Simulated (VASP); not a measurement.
Output of a VASP run:

**OSZICAR**
```
       N       E                     dE             d eps       ncg     rms          rms(c)
DAV:   1     0.381713271720E+03    0.38171E+03   -0.19406E+04  2160   0.144E+03
DAV:   2    -0.100706225832E+02   -0.39178E+03   -0.37672E+03  2290   0.424E+02
DAV:   3    -0.437126624594E+02   -0.33642E+02   -0.32517E+02  2458   0.134E+02
DAV:   4    -0.447783953161E+02   -0.10657E+01   -0.10575E+01  2388   0.240E+01
DAV:   5    -0.448170523626E+02   -0.38657E-01   -0.38634E-01  2658   0.437E+00    0.665E+01
DAV:   6    -0.558175405770E+02   -0.11000E+02   -0.15692E+02  2626   0.958E+01    0.630E+01
DAV:   7    -0.390708675944E+02    0.16747E+02   -0.65971E+01  2418   0.136E+02    0.410E+01
DAV:   8    -0.358259975358E+02    0.32449E+01   -0.26911E+01  2676   0.342E+01    0.136E+01
DAV:   9    -0.365678071292E+02   -0.74181E+00   -0.10623E+01  2732   0.174E+01    0.163E+01
DAV:  10    -0.358173121380E+02    0.75049E+00   -0.19888E+00  2716   0.138E+01    0.447E+00
DAV:  11    -0.358867853187E+02   -0.69473E-01   -0.12257E+00  3004   0.554E+00    0.604E+00
DAV:  12    -0.358443336899E+02    0.42452E-01   -0.55958E-02  2768   0.196E+00    0.406E+00
DAV:  13    -0.358535613116E+02   -0.92276E-02   -0.82538E-03  2900   0.493E-01    0.388E+00
DAV:  14    -0.358611437382E+02   -0.75824E-02   -0.51163E-02  2622   0.149E+00    0.257E+00
DAV:  15    -0.358613746189E+02   -0.23088E-03   -0.18280E-02  2452   0.129E+00    0.193E+00
DAV:  16    -0.358479966279E+02    0.13378E-01   -0.48256E-02  2952   0.159E+00    0.478E-01
DAV:  17    -0.358532247271E+02   -0.52281E-02   -0.34005E-03  2692   0.454E-01    0.285E-01
DAV:  18    -0.358547350963E+02   -0.15104E-02   -0.13006E-03  2642   0.285E-01    0.205E-01
DAV:  19    -0.358549158604E+02   -0.18076E-03   -0.11936E-03  2742   0.242E-01    0.553E-02
DAV:  20    -0.358549423623E+02   -0.26502E-04   -0.97707E-05  2622   0.678E-02    0.390E-02
DAV:  21    -0.358550051186E+02   -0.62756E-04   -0.27384E-05  2430   0.519E-02    0.146E-02
DAV:  22    -0.358550103643E+02   -0.52456E-05   -0.35690E-06  1598   0.171E-02    0.839E-03
DAV:  23    -0.358550112380E+02   -0.87369E-06   -0.83104E-07  1130   0.788E-03
   1 F= -.35855011E+02 E0= -.35816581E+02  d E =-.768608E-01  mag=     3.0644
```

OUTCAR:
```
------------------------ aborting loop because EDIFF is reached ----------------------------------------
  FORCE on cell =-STRESS in cart. coord.  units (eV):
  Direction    XX          YY          ZZ          XY          YZ          ZX
  --------------------------------------------------------------------------------------
  Total        9.2417915      9.2417915      9.2417915     -0.0000000     -0.0000000      0.0000000
  in kB      307.1517793    307.1517793    307.1517793     -0.0000000     -0.0000000      0.0000000
  external PRESSURE =     307.1517793 kB  Pullay stress =       0.0000000 kB
  volume of cell :       48.21
      direct lattice vectors                 reciprocal lattice vectors
     3.639468000  0.000000000  0.000000000     0.274765433  0.000000000  0.000000000
     0.000000000  3.639468000  0.000000000     0.000000000  0.274765433  0.000000000
     0.000000000  0.000000000  3.639468000     0.000000000  0.000000000  0.274765433
 POSITION                                       TOTAL-FORCE (eV/Angst)
 -----------------------------------------------------------------------------------
      0.00000      0.00000      0.00000         0.000000      0.000000      0.000000
      1.81973      1.81973      1.81973         0.000000      0.000000      0.000000
      0.00000      1.81973      1.81973         0.000000      0.000000      0.000000
      1.81973      1.81973      0.00000         0.000000      0.000000      0.000000
      1.81973      0.00000      1.81973         0.000000      0.000000      0.000000
 -----------------------------------------------------------------------------------
    total drift:                                0.000000     -0.000000     -0.000000
  FREE ENERGIE OF THE ION-ELECTRON SYSTEM (eV)
  ---------------------------------------------------
  free  energy   TOTEN  =       -35.8550112380 eV

  energy  without entropy=      -35.7781504418  energy(sigma->0) =      -35.81658084

 total charge

# of ion       s       p       d       tot
------------------------------------------
    1        0.167   0.153   6.152   6.472
    2        0.458   6.612   6.050  13.120
    3        1.595   3.528   0.000   5.123
    4        1.595   3.528   0.000   5.123
    5        1.595   3.528   0.000   5.123
--------------------------------------------------
tot          5.410  17.348  12.203  34.960

 magnetization (x)

# of ion       s       p       d       tot
------------------------------------------
    1        0.021   0.010   3.319   3.349
    2       -0.000  -0.002  -0.397  -0.399
    3        0.004   0.017   0.000   0.020
    4        0.004   0.017   0.000   0.020
    5        0.004   0.017   0.000   0.020
--------------------------------------------------
tot          0.031   0.057   2.922   3.010
```
(Selected blocks of OUTCAR.)

POSCAR:
```
FeRuO3
1
    3.6394680000     0.0000000000     0.0000000000
    0.0000000000     3.6394680000     0.0000000000
    0.0000000000     0.0000000000     3.6394680000
Fe Ru O
1 1 3
Direct
  0.0000000000   0.0000000000   0.0000000000
  0.5000000000   0.5000000000   0.5000000000
  0.0000000000   0.5000000000   0.5000000000
  0.5000000000   0.5000000000   0.0000000000
  0.5000000000   0.0000000000   0.5000000000
```

Problem. Reconstruct the remaining input files.

Solution. This is not unique; one that fits is the input of the run itself, PBEsol GGA, plane waves, VASP's PBE PAW potentials (set 64).

KPOINTS:
```
Automatic mesh
0
Gamma
7 7 7
0 0 0
```

INCAR:
```
# general
SYSTEM   =  FeRuO3
PREC     =  Accurate
ENCUT    =  400   # plane-wave cut-off (eV)
LREAL    =  .FALSE.
LASPH    =  .TRUE.   # aspherical one-centre terms

# electronic loop
EDIFF    =  1E-6
NELM     =  100
ALGO     =  Normal   # blocked Davidson
LMAXMIX  =  4   # l cut-off of mixed one-centre charges

# smearing
ISMEAR   =  0
SIGMA    =  0.2   # width (eV)

# functional
GGA      =  PS

# spin
ISPIN    =  2   # spin-polarised
MAGMOM   =  4.0 4*0.0

# ions
ISIF     =  2   # forces and stress, cell fixed

# output
LWAVE    =  .FALSE.
LCHARG   =  .FALSE.
LORBIT   =  11
```

POTCAR, in this order: Fe Ru_pv O (PBE.64 set). Program: vasp_std.

At this cut-off the stress carries a Pulay error, which pulls relaxed volumes low.  The moments were started parallel, and other spin orders were not tried in this run.

The structure was generated: FeRuO3 was put into an ordered model structure, which need not be its known phase. The cell was not relaxed at this level. The run is one of a series of settings (KPOINTS 7×7×7 Γ-centred mesh against the base run), some of them coarse on purpose.
